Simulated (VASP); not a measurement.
Output of a VASP run:

### OUTCAR
```
 ion  position               nearest neighbor table
   1  0.855  0.145  0.750-   4 2.10   4 2.10   4 2.10   4 2.10   3 2.15   3 2.15   3 2.21   2 2.57
                             2 2.57   2 2.57   2 2.57   2 2.64   2 2.64
   2  0.145  0.855  0.250-   3 2.10   3 2.10   3 2.10   3 2.10   4 2.15   4 2.15   4 2.21   1 2.57
                             1 2.57   1 2.57   1 2.57   1 2.64   1 2.64
   3  0.565  0.435  0.750-   4 1.73   4 1.73   2 2.10   2 2.10   2 2.10   2 2.10   1 2.15   1 2.15
                             1 2.21
   4  0.435  0.565  0.250-   3 1.73   3 1.73   1 2.10   1 2.10   1 2.10   1 2.10   2 2.15   2 2.15
                             2 2.21
  LATTYP: Found a base centered orthorhombic cell.
 ALAT       =     2.8453220000
 B/A-ratio  =     2.6859258811
 C/A-ratio  =     0.9995040983
 Subroutine PRICEL returns:
 Original cell was already a primitive cell.
 Subroutine GETGRP returns: Found  8 space group operations
The static configuration has the point symmetry C_2h.
 The point group associated with its full space group is D_2h.
The dynamic configuration has the point symmetry C_2h.
 Subroutine INISYM returns: Found  8 space group operations
 Subroutine IBZKPT returns following result:
 Found    105 irreducible k-points:

 Following reciprocal coordinates:
            Coordinates               Weight
  0.000000  0.000000  0.000000      1.000000
  0.125000  0.000000  0.000000      4.000000
  0.250000  0.000000  0.000000      4.000000
  0.375000  0.000000  0.000000      4.000000
  0.500000  0.000000  0.000000      2.000000
  0.125000  0.125000  0.000000      2.000000
  0.250000  0.125000  0.000000      4.000000
  0.375000  0.125000  0.000000      4.000000
  0.500000  0.125000  0.000000      4.000000
 -0.375000  0.125000  0.000000      4.000000
 -0.250000  0.125000  0.000000      4.000000
 -0.125000  0.125000  0.000000      2.000000
  0.250000  0.250000  0.000000      2.000000
  0.375000  0.250000  0.000000      4.000000
  0.500000  0.250000  0.000000      4.000000
 -0.375000  0.250000  0.000000      4.000000
 -0.250000  0.250000  0.000000      2.000000
  0.375000  0.375000  0.000000      2.000000
  0.500000  0.375000  0.000000      4.000000
 -0.375000  0.375000  0.000000      2.000000
  0.500000  0.500000  0.000000      1.000000
  0.000000  0.000000  0.125000      2.000000
  0.125000  0.000000  0.125000      8.000000
  0.250000  0.000000  0.125000      8.000000
  0.375000  0.000000  0.125000      8.000000
  0.500000  0.000000  0.125000      4.000000
  0.125000  0.125000  0.125000      4.000000
  0.250000  0.125000  0.125000      8.000000
  0.375000  0.125000  0.125000      8.000000
  0.500000  0.125000  0.125000      8.000000
 -0.375000  0.125000  0.125000      8.000000
 -0.250000  0.125000  0.125000      8.000000
 -0.125000  0.125000  0.125000      4.000000
  0.250000  0.250000  0.125000      4.000000
  0.375000  0.250000  0.125000      8.000000
  0.500000  0.250000  0.125000      8.000000
 -0.375000  0.250000  0.125000      8.000000
 -0.250000  0.250000  0.125000      4.000000
  0.375000  0.375000  0.125000      4.000000
  0.500000  0.375000  0.125000      8.000000
   k-points           NKPTS =    105   k-points in BZ     NKDIM =    105   number of bands    NBANDS=     19
   number of dos      NEDOS =    301   number of ions     NIONS =      4
   total plane-waves  NPLWV =  15680
   dimension x,y,z NGX =    28 NGY =   28 NGZ =   20
   dimension x,y,z NGXF=    56 NGYF=   56 NGZF=   40
   ions per type =               2   2
   PREC   = accura    normal or accurate (medium, high low for compatibility)
   ISTART =      0    job   : 0-new  1-cont  2-samecut
   ICHARG =      2    charge: 1-file 2-atom 10-const
   ISPIN  =      1    spin polarized calculation?
   LNONCOLLINEAR =      F non collinear calculations
   LSORBIT =      F    spin-orbit coupling
   INIWAV =      1    electr: 0-lowe 1-rand  2-diag
   ENCUT  =  400.0 eV  29.40 Ry    5.42 a.u.   6.65  6.65  4.64*2*pi/ulx,y,z
   NELM   =    100;   NELMIN=  2; NELMDL= -5     # of ELM steps
...
```

File OSZICAR:
```
       N       E                     dE             d eps       ncg     rms          rms(c)
DAV:   1     0.260900818073E+03    0.26090E+03   -0.14930E+04  4006   0.158E+03
DAV:   2    -0.288617114840E+02   -0.28976E+03   -0.28197E+03  4002   0.473E+02
DAV:   3    -0.456603266868E+02   -0.16799E+02   -0.16243E+02  4796   0.118E+02
DAV:   4    -0.461063051099E+02   -0.44598E+00   -0.43885E+00  5073   0.172E+01
DAV:   5    -0.461160717794E+02   -0.97667E-02   -0.97420E-02  5246   0.235E+00    0.359E+01
DAV:   6    -0.386869310159E+02    0.74291E+01   -0.12062E+02  4764   0.104E+02    0.110E+01
DAV:   7    -0.368748608110E+02    0.18121E+01   -0.16976E+01  4759   0.439E+01    0.399E+00
DAV:   8    -0.368255069257E+02    0.49354E-01   -0.45632E-01  4549   0.606E+00    0.132E+00
DAV:   9    -0.368177657808E+02    0.77411E-02   -0.33547E-02  5014   0.135E+00    0.299E-01
DAV:  10    -0.368168135135E+02    0.95227E-03   -0.72878E-03  4956   0.946E-01    0.475E-02
DAV:  11    -0.368168209523E+02   -0.74389E-05   -0.24281E-04  4984   0.170E-01    0.231E-02
DAV:  12    -0.368168186167E+02    0.23356E-05   -0.35873E-05  5138   0.597E-02    0.105E-02
DAV:  13    -0.368168178531E+02    0.76359E-06   -0.72895E-06  4676   0.253E-02
   1 F= -.36816818E+02 E0= -.36775515E+02  d E =-.826048E-01
```

**OUTCAR**
```
------------------------ aborting loop because EDIFF is reached ----------------------------------------
  FORCE on cell =-STRESS in cart. coord.  units (eV):
  Direction    XX          YY          ZZ          XY          YZ          ZX
  --------------------------------------------------------------------------------------
  Total        3.2937438      3.4613049      3.5040739      0.0000000      0.0000000      0.0000000
  in kB      170.6701330    179.3525563    181.5686908      0.0000000      0.0000000      0.0000000
  external PRESSURE =     177.1971267 kB  Pullay stress =       0.0000000 kB
  volume of cell :       30.92
      direct lattice vectors                 reciprocal lattice vectors
     1.422661000 -3.821162000  0.000000000     0.351454071 -0.130850249  0.000000000
     1.422661000  3.821162000  0.000000000     0.351454071  0.130850249  0.000000000
     0.000000000  0.000000000  2.843911000     0.000000000  0.000000000  0.351628444
 POSITION                                       TOTAL-FORCE (eV/Angst)
 -----------------------------------------------------------------------------------
      1.42266     -2.71012      2.13293         0.000000      0.225196      0.000000
      1.42266      2.71012      0.71098         0.000000     -0.225196      0.000000
      1.42266     -0.49629      2.13293         0.000000     -0.186674     -0.000000
      1.42266      0.49629      0.71098         0.000000      0.186674     -0.000000
 -----------------------------------------------------------------------------------
    total drift:                                0.000000      0.000000     -0.000000
  FREE ENERGIE OF THE ION-ELECTRON SYSTEM (eV)
  ---------------------------------------------------
  free  energy   TOTEN  =       -36.8168178531 eV

  energy  without entropy=      -36.7342130406  energy(sigma->0) =      -36.77551545
```
(Selected blocks of OUTCAR.)

POSCAR:
```
CrB
1
    1.4226610000    -3.8211620000     0.0000000000
    1.4226610000     3.8211620000     0.0000000000
    0.0000000000     0.0000000000     2.8439110000
Cr B
2 2
Direct
  0.8546200000   0.1453800000   0.7500000000
  0.1453800000   0.8546200000   0.2500000000
  0.5649400000   0.4350600000   0.7500000000
  0.4350600000   0.5649400000   0.2500000000
```

Task: Reconstruct the remaining input files.

Result: One answer among several that fit: the input of the run itself, PBEsol GGA, plane waves, VASP's PBE PAW potentials (set 64).

### INCAR
```
SYSTEM=CrB
PREC=Accurate; ENCUT=400; LREAL=.FALSE.
LASPH=.TRUE.
EDIFF=1E-6; NELM=100; ALGO=Normal
LMAXMIX=4
ISMEAR=-1; SIGMA=0.1
GGA=PS
ISIF=2
LWAVE=.FALSE.; LCHARG=.FALSE.
```

KPOINTS:
```
K-points
0
Gamma
8 8 8
0 0 0
```

POTCAR, in this order: Cr_pv B (PBE.64 set). Program: vasp_std.

At this cut-off the stress carries a Pulay error, which pulls relaxed volumes low.

The structure comes from a computed database's CrB entry (Cmcm); how it stands against other phases isn't given here. The cell was not relaxed at this level, and its volume differs by -5.9 % from the start's. The run is not spin-polarised, so no magnetic state was tried.
